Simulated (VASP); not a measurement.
Method: PBE GGA, VASP's PBE PAW potentials (set 64) (plane waves; VASP).

A VASP calculation is set up with these files.

### INCAR
```
! general
SYSTEM  = In26P28
PREC    = Normal
ENCUT   = 400
LREAL   = Auto   ! projection in real space or not
LASPH   = T
ISYM    = 0

! electronic loop
EDIFF   = 1E-5
NELM    = 100
NELMIN  = 4
ALGO    = Fast
LMAXMIX = 4

! smearing
ISMEAR  = 0
SIGMA   = 0.05

! functional
GGA     = PE   ! PBE

! ions
IBRION  = 2   ! conjugate gradients
NSW     = 60
ISIF    = 2   ! forces and stress, cell fixed
EDIFFG  = -0.03   ! ionic stop

! output
LWAVE   = F
LCHARG  = F
```

File KPOINTS:
```
Regular mesh
0
gamma
1 1 1
```

POSCAR:
```
In26P28
1.0
  0.0000000000   8.9995127568   8.9995127568
  8.9995127568   0.0000000000   8.9995127568
  8.9995127568   8.9995127568   0.0000000000
In P
26 28
Direct
  0.0000000000   0.0000000000   0.0000000000
  0.0000000000   0.0000000000   0.3333330000
  0.0000000000   0.0000000000   0.6666670000
  0.0000000000   0.3333330000   0.0000000000
  0.0000000000   0.3333330000   0.3333330000
  0.0000000000   0.3333330000   0.6666670000
  0.0000000000   0.6666670000   0.0000000000
  0.0000000000   0.6666670000   0.3333330000
  0.0000000000   0.6666670000   0.6666670000
  0.3333330000   0.0000000000   0.0000000000
  0.3333330000   0.0000000000   0.3333330000
  0.3333330000   0.0000000000   0.6666670000
  0.3333330000   0.3333330000   0.0000000000
  0.3333330000   0.3333330000   0.3333330000
  0.3333330000   0.6666670000   0.0000000000
  0.3333330000   0.6666670000   0.3333330000
  0.3333330000   0.6666670000   0.6666670000
  0.6666670000   0.0000000000   0.0000000000
  0.6666670000   0.0000000000   0.3333330000
  0.6666670000   0.0000000000   0.6666670000
  0.6666670000   0.3333330000   0.0000000000
  0.6666670000   0.3333330000   0.3333330000
  0.6666670000   0.3333330000   0.6666670000
  0.6666670000   0.6666670000   0.0000000000
  0.6666670000   0.6666670000   0.3333330000
  0.6666670000   0.6666670000   0.6666670000
  0.0833330000   0.0833330000   0.0833330000
  0.0833330000   0.0833330000   0.4166670000
  0.0833330000   0.0833330000   0.7500000000
  0.0833330000   0.4166670000   0.0833330000
  0.0833330000   0.4166670000   0.4166670000
  0.0837560000   0.4159170000   0.7531500000
  0.0833330000   0.7500000000   0.0833330000
  0.0833330000   0.7500000000   0.4166670000
  0.0833330000   0.7500000000   0.7500000000
  0.4166670000   0.0833330000   0.0833330000
  0.4166670000   0.0833330000   0.4166670000
  0.4179450000   0.0851490000   0.7516730000
  0.4166670000   0.4166670000   0.0833330000
  0.4157900000   0.4150750000   0.4172240000
  0.3313350000   0.3321660000   0.6644660000
  0.4189020000   0.4166350000   0.7444110000
  0.4166670000   0.7500000000   0.0833330000
  0.4166670000   0.7500000000   0.4166670000
  0.4166670000   0.7500000000   0.7500000000
  0.7500000000   0.0833330000   0.0833330000
  0.7500000000   0.0833330000   0.4166670000
  0.7500000000   0.0833330000   0.7500000000
  0.7500000000   0.4166670000   0.0833330000
  0.7500000000   0.4166670000   0.4166670000
  0.7500000000   0.4166670000   0.7500000000
  0.7500000000   0.7500000000   0.0833330000
  0.7500000000   0.7500000000   0.4166670000
  0.7500000000   0.7500000000   0.7500000000
```

POTCAR, in this order: In P (PBE.64 set). Program: vasp_gam.

What VASP printed:

File OUTCAR:
```
 ion  position               nearest neighbor table
   1  0.000  0.000  0.000-  27 2.60  29 2.60  33 2.60  46 2.60
   2  0.000  0.000  0.333-  27 2.60  28 2.60  34 2.60  47 2.60
   3  0.000  0.000  0.667-  29 2.60  28 2.60  35 2.60  48 2.60
   4  0.000  0.333  0.000-  32 2.57  30 2.60  27 2.60  49 2.60
   5  0.000  0.333  0.333-  28 2.60  30 2.60  50 2.60  31 2.60
   6  0.000  0.333  0.667-  29 2.60  31 2.60  51 2.60  32 2.63
   7  0.000  0.667  0.000-  33 2.60  30 2.60  35 2.60  52 2.60
   8  0.000  0.667  0.333-  31 2.60  33 2.60  34 2.60  53 2.60
   9  0.000  0.667  0.667-  35 2.60  34 2.60  54 2.60  32 2.61
  10  0.333  0.000  0.000-  38 2.58  36 2.60  27 2.60  43 2.60
  11  0.333  0.000  0.333-  28 2.60  36 2.60  44 2.60  37 2.60
  12  0.333  0.000  0.667-  29 2.60  37 2.60  45 2.60  38 2.65
  13  0.333  0.333  0.000-  30 2.60  36 2.60  39 2.60  42 2.66
  14  0.333  0.333  0.333-  40 2.58  37 2.60  39 2.60  31 2.60
  15  0.333  0.667  0.000-  33 2.60  39 2.60  43 2.60  45 2.60
  16  0.333  0.667  0.333-  34 2.60  43 2.60  44 2.60  40 2.61
  17  0.333  0.667  0.667-  35 2.60  44 2.60  45 2.60  42 2.60
  18  0.667  0.000  0.000-  46 2.60  36 2.60  48 2.60  52 2.60
  19  0.667  0.000  0.333-  37 2.60  46 2.60  47 2.60  53 2.60
  20  0.667  0.000  0.667-  38 2.59  48 2.60  47 2.60  54 2.60
  21  0.667  0.333  0.000-  39 2.60  46 2.60  49 2.60  51 2.60
  22  0.667  0.333  0.333-  47 2.60  49 2.60  50 2.60  40 2.61
  23  0.667  0.333  0.667-  42 2.58  48 2.60  50 2.60  51 2.60
  24  0.667  0.667  0.000-  52 2.60  49 2.60  43 2.60  54 2.60
...
```

**OSZICAR**
```
...
RMM:   8    -0.216680802601E+03    0.36775E+00   -0.37497E+00   276   0.342E+00    0.248E+00
RMM:   9    -0.216700853691E+03   -0.20051E-01   -0.42516E-01   285   0.133E+00    0.837E-01
RMM:  10    -0.216708146971E+03   -0.72933E-02   -0.97560E-02   298   0.595E-01    0.468E-01
RMM:  11    -0.216712898900E+03   -0.47519E-02   -0.26316E-02   276   0.312E-01    0.228E-01
RMM:  12    -0.216712861329E+03    0.37571E-04   -0.49531E-03   282   0.154E-01    0.187E-01
RMM:  13    -0.216713204073E+03   -0.34274E-03   -0.24187E-03   300   0.876E-02    0.910E-02
RMM:  14    -0.216713188375E+03    0.15699E-04   -0.71704E-04   278   0.507E-02    0.217E-02
RMM:  15    -0.216713200670E+03   -0.12295E-04   -0.20003E-04   309   0.257E-02    0.162E-02
RMM:  16    -0.216713200129E+03    0.54037E-06   -0.32234E-05   190   0.103E-02
   1 F= -.21671320E+03 E0= -.21671320E+03  d E =-.216713E+03
       N       E                     dE             d eps       ncg     rms          rms(c)
DAV:   1    -0.216874665178E+03   -0.16146E+00   -0.56433E+00   312   0.378E+00    0.134E+00
RMM:   2    -0.216910622664E+03   -0.35957E-01   -0.39958E-01   276   0.122E+00    0.360E-01
RMM:   3    -0.216916828264E+03   -0.62056E-02   -0.68399E-02   278   0.565E-01    0.217E-01
RMM:   4    -0.216917292738E+03   -0.46447E-03   -0.13736E-02   308   0.254E-01    0.173E-01
RMM:   5    -0.216917204055E+03    0.88684E-04   -0.21032E-03   288   0.991E-02    0.360E-02
RMM:   6    -0.216917279369E+03   -0.75314E-04   -0.74409E-04   293   0.523E-02    0.224E-02
RMM:   7    -0.216917285306E+03   -0.59367E-05   -0.23336E-04   250   0.253E-02    0.217E-02
RMM:   8    -0.216917283612E+03    0.16939E-05   -0.49425E-05   217   0.144E-02
   2 F= -.21691728E+03 E0= -.21691728E+03  d E =-.204083E+00
       N       E                     dE             d eps       ncg     rms          rms(c)
DAV:   1    -0.216805195108E+03    0.11209E+00   -0.40101E+01   284   0.103E+01    0.464E+00
RMM:   2    -0.217072143982E+03   -0.26695E+00   -0.29522E+00   276   0.338E+00    0.103E+00
RMM:   3    -0.217116339003E+03   -0.44195E-01   -0.51082E-01   279   0.157E+00    0.884E-01
RMM:   4    -0.217120026349E+03   -0.36873E-02   -0.97630E-02   308   0.700E-01    0.749E-01
RMM:   5    -0.217118493419E+03    0.15329E-02   -0.21877E-02   278   0.306E-01    0.140E-01
RMM:   6    -0.217118931501E+03   -0.43808E-03   -0.56916E-03   309   0.159E-01    0.745E-02
RMM:   7    -0.217119009164E+03   -0.77663E-04   -0.15281E-03   298   0.692E-02    0.794E-02
RMM:   8    -0.217119019117E+03   -0.99533E-05   -0.29755E-04   270   0.350E-02    0.260E-02
RMM:   9    -0.217119024495E+03   -0.53779E-05   -0.11321E-04   251   0.197E-02    0.150E-02
RMM:  10    -0.217119026946E+03   -0.24507E-05   -0.26934E-05   181   0.976E-03
   3 F= -.21711903E+03 E0= -.21711903E+03  d E =-.405827E+00
       N       E                     dE             d eps       ncg     rms          rms(c)
DAV:   1    -0.217175710757E+03   -0.56686E-01   -0.99435E+00   276   0.534E+00    0.208E+00
RMM:   2    -0.217240155720E+03   -0.64445E-01   -0.74550E-01   276   0.175E+00    0.559E-01
RMM:   3    -0.217250061205E+03   -0.99055E-02   -0.13118E-01   281   0.794E-01    0.295E-01
RMM:   4    -0.217250812561E+03   -0.75136E-03   -0.24495E-02   307   0.338E-01    0.253E-01
RMM:   5    -0.217250505435E+03    0.30713E-03   -0.41228E-03   283   0.140E-01    0.636E-02
RMM:   6    -0.217250611472E+03   -0.10604E-03   -0.13817E-03   298   0.748E-02    0.435E-02
RMM:   7    -0.217250628048E+03   -0.16576E-04   -0.40244E-04   287   0.346E-02    0.250E-02
RMM:   8    -0.217250631369E+03   -0.33215E-05   -0.89574E-05   241   0.186E-02
   4 F= -.21725063E+03 E0= -.21725063E+03  d E =-.131604E+00
       N       E                     dE             d eps       ncg     rms          rms(c)
DAV:   1    -0.217247472436E+03    0.31556E-02   -0.25551E+00   310   0.269E+00    0.104E+00
RMM:   2    -0.217264424646E+03   -0.16952E-01   -0.19550E-01   276   0.890E-01    0.289E-01
RMM:   3    -0.217266683200E+03   -0.22586E-02   -0.32378E-02   278   0.403E-01    0.147E-01
RMM:   4    -0.217266995126E+03   -0.31193E-03   -0.69827E-03   303   0.177E-01    0.126E-01
RMM:   5    -0.217266952091E+03    0.43035E-04   -0.10744E-03   279   0.716E-02    0.258E-02
RMM:   6    -0.217266986074E+03   -0.33982E-04   -0.36970E-04   292   0.384E-02    0.231E-02
RMM:   7    -0.217266986887E+03   -0.81335E-06   -0.10458E-04   244   0.180E-02    0.118E-02
RMM:   8    -0.217266987967E+03   -0.10804E-05   -0.21344E-05   183   0.941E-03
   5 F= -.21726699E+03 E0= -.21726699E+03  d E =-.147961E+00
       N       E                     dE             d eps       ncg     rms          rms(c)
DAV:   1    -0.217292440509E+03   -0.25454E-01   -0.11431E+00   292   0.202E+00    0.715E-01
RMM:   2    -0.217299180632E+03   -0.67401E-02   -0.93684E-02   276   0.667E-01    0.175E-01
RMM:   3    -0.217300799880E+03   -0.16192E-02   -0.20218E-02   298   0.317E-01    0.151E-01
RMM:   4    -0.217300622177E+03    0.17770E-03   -0.26836E-03   280   0.131E-01    0.658E-02
RMM:   5    -0.217300658574E+03   -0.36397E-04   -0.10442E-03   280   0.707E-02    0.254E-02
RMM:   6    -0.217300662138E+03   -0.35637E-05   -0.28893E-04   313   0.350E-02    0.218E-02
RMM:   7    -0.217300665455E+03   -0.33170E-05   -0.70640E-05   245   0.154E-02
   6 F= -.21730067E+03 E0= -.21730067E+03  d E =-.336775E-01
       N       E                     dE             d eps       ncg     rms          rms(c)
DAV:   1    -0.217302503519E+03   -0.18414E-02   -0.23741E-01   328   0.917E-01    0.326E-01
RMM:   2    -0.217303927446E+03   -0.14239E-02   -0.19528E-02   276   0.305E-01    0.808E-02
RMM:   3    -0.217304265677E+03   -0.33823E-03   -0.42027E-03   297   0.145E-01    0.679E-02
RMM:   4    -0.217304233017E+03    0.32661E-04   -0.57969E-04   280   0.604E-02    0.295E-02
RMM:   5    -0.217304241724E+03   -0.87078E-05   -0.21662E-04   280   0.321E-02    0.115E-02
RMM:   6    -0.217304242238E+03   -0.51335E-06   -0.55963E-05   225   0.159E-02
   7 F= -.21730424E+03 E0= -.21730424E+03  d E =-.372543E-01
       N       E                     dE             d eps       ncg     rms          rms(c)
DAV:   1    -0.217306258460E+03   -0.20167E-02   -0.25349E-01   296   0.946E-01    0.304E-01
RMM:   2    -0.217307594239E+03   -0.13358E-02   -0.17469E-02   276   0.296E-01    0.687E-02
RMM:   3    -0.217307859926E+03   -0.26569E-03   -0.33202E-03   282   0.139E-01    0.640E-02
RMM:   4    -0.217307850108E+03    0.98185E-05   -0.56452E-04   288   0.605E-02    0.345E-02
RMM:   5    -0.217307853678E+03   -0.35698E-05   -0.17850E-04   279   0.296E-02    0.921E-03
RMM:   6    -0.217307856348E+03   -0.26707E-05   -0.50383E-05   219   0.143E-02
   8 F= -.21730786E+03 E0= -.21730786E+03  d E =-.361411E-02
       N       E                     dE             d eps       ncg     rms          rms(c)
DAV:   1    -0.217307861748E+03   -0.80705E-05   -0.28951E-04   328   0.315E-02    0.108E-02
RMM:   2    -0.217307863366E+03   -0.16180E-05   -0.21391E-05   174   0.103E-02    0.330E-03
RMM:   3    -0.217307863601E+03   -0.23471E-06   -0.36560E-06   158   0.454E-03    0.348E-03
RMM:   4    -0.217307863553E+03    0.47183E-07   -0.68213E-07   100   0.220E-03
   9 F= -.21730786E+03 E0= -.21730786E+03  d E =-.362132E-02
       N       E                     dE             d eps       ncg     rms          rms(c)
DAV:   1    -0.217308511229E+03   -0.64763E-03   -0.50674E-02   294   0.431E-01    0.132E-01
RMM:   2    -0.217308781209E+03   -0.26998E-03   -0.35498E-03   276   0.135E-01    0.312E-02
RMM:   3    -0.217308849131E+03   -0.67922E-04   -0.76848E-04   292   0.649E-02    0.322E-02
RMM:   4    -0.217308844839E+03    0.42925E-05   -0.10714E-04   278   0.271E-02    0.169E-02
RMM:   5    -0.217308845511E+03   -0.67217E-06   -0.40169E-05   218   0.141E-02
  10 F= -.21730885E+03 E0= -.21730885E+03  d E =-.981958E-03
```

OUTCAR:
```
------------------------ aborting loop because EDIFF is reached ----------------------------------------
  FORCE on cell =-STRESS in cart. coord.  units (eV):
  Direction    XX          YY          ZZ          XY          YZ          ZX
  --------------------------------------------------------------------------------------
  Total        6.2620835      6.2413343      6.1095295      0.0288820      0.0118157      0.0644757
  in kB        6.8824402      6.8596355      6.7147734      0.0317432      0.0129863      0.0708631
  external PRESSURE =       6.8189497 kB  Pullay stress =       0.0000000 kB
  volume of cell :     1457.76
      direct lattice vectors                 reciprocal lattice vectors
     0.000000000  8.999512757  8.999512757    -0.055558563  0.055558563  0.055558563
     8.999512757  0.000000000  8.999512757     0.055558563 -0.055558563  0.055558563
     8.999512757  8.999512757  0.000000000     0.055558563  0.055558563 -0.055558563
  FREE ENERGIE OF THE ION-ELECTRON SYSTEM (eV)
  ---------------------------------------------------
  free  energy   TOTEN  =      -217.3088455111 eV

  energy  without entropy=     -217.3088455111  energy(sigma->0) =     -217.30884551

 reached required accuracy - stopping structural energy minimisation
```
(Selected blocks of OUTCAR.)

### CONTCAR
```
In26P28
   1.00000000000000
     0.0000000000000000    8.9995127567999997    8.9995127567999997
     8.9995127567999997    0.0000000000000000    8.9995127567999997
     8.9995127567999997    8.9995127567999997    0.0000000000000000
  In              P
    26    28
Direct
     0.9996489937096137    0.9996066133563088    0.0004399212202679
     0.0000205708877440    0.9997696212323079    0.3337156415951040
     0.0001786017289493    0.9998134580803877    0.6666208554325495
     0.0025484886661488    0.3327976753675466    0.9984427100108674
     0.0003417866326903    0.3331234251676830    0.3331953447831006
     0.0027160060109851    0.3330416965932569    0.6663957663708890
     0.9994887497356530    0.6673241294471045    0.0004422518744518
     0.9993650620349583    0.6672561665766578    0.3328642672249069
     0.0028159319569395    0.6643567900202602    0.6664893570977813
     0.3329105059929340    0.0027879129715949    0.9981501934961881
     0.3332159468203762    0.0001604778515767    0.3333184143616645
     0.3331293531936918    0.0028364173855453    0.6664087861523309
     0.3332683943715614    0.3331277368685592    0.9969522516336989
     0.3329220548158633    0.3328325245202721    0.3354905116047642
     0.3344047317847036    0.6663387680402807    0.9995967492778897
     0.3328345235140531    0.6642939410629664    0.3362778563786428
     0.3328918133694179    0.6645525425605748    0.6661908934405719
     0.6673541277514411    0.9994074354285486    0.0004476756282852
     0.6672953580376016    0.9993567053913164    0.3328118448256399
     0.6646516623279305    0.0028504838495427    0.6662942514157765
     0.6663422578991801    0.3344218787687409    0.9995637007339915
     0.6643942566043820    0.3327523324095708    0.3362963607683433
     0.6648903994100801    0.3328095940301296    0.6660472615668592
     0.6664444305624818    0.6665359770225245    0.9993909495361403
     0.6671145583055899    0.6671021015296916    0.3328835334829939
     0.6663221468872684    0.6665073193293856    0.6677305357559127
     0.0832771811763630    0.0831907354522612    0.0833810454158081
     0.0834098392590928    0.0833099206452341    0.4166949016464838
     0.0834047307395408    0.0833090406654450    0.7503141810683204
     0.0835521129976946    0.4170464018918512    0.0828651545550962
     0.0832249349621664    0.4170043230763449    0.4166683348137200
     0.1100596016957395    0.4074743419583354    0.7413903630219042
     0.0837551924304686    0.7498879107222972    0.0832353268244753
     0.0832398111807114    0.7495238406084704    0.4169057865940546
     0.0833280197102751    0.7496956066365369    0.7502821875200049
     0.4171054373037382    0.0834677911029001    0.0829139774154827
     0.4170944768359424    0.0832283665937968    0.4166208697522450
     0.4076900936814527    0.1103311236273833    0.7410724035228253
     0.4165218170186615    0.4165196862516013    0.0829204497677471
     0.4073757286726438    0.4073669275248510    0.4434250981021044
     0.3332174714901135    0.3332427485467807    0.6664427701352271
     0.4078384065852289    0.4076594643698782    0.7401399362674410
     0.4165339565840890    0.7501641571860512    0.0835346118783378
     0.4169197162593695    0.7497460505345148    0.4165058592773059
     0.4165058570554394    0.7501633975110698    0.7497522779765123
     0.7499350091759636    0.0837347840172084    0.0831731028945528
     0.7497700406996843    0.0831745399987610    0.4167729399977924
     0.7498964485072199    0.0832036996438225    0.7503013540619858
     0.7500050716312485    0.4166195747847940    0.0835936832077731
     0.7498426298266759    0.4169069056045033    0.4164446708788379
     0.7501112644464005    0.4165886794540606    0.7496874230350029
     0.7499312083823276    0.7498829260662768    0.0831921037720201
     0.7498440816870652    0.7498180128340093    0.4170918693149296
     0.7501601469924586    0.7502503178286325    0.7498094316123932
```

The supercell is sampled at Γ alone, which is coarse: total energies, pressure and levels can be off, energies of defects by several tenths of an eV.

The cell is a supercell with a defect, built from a database entry that may be metastable or hypothetical: P_In. The run is not spin-polarised, so no state with unpaired spins was tried.
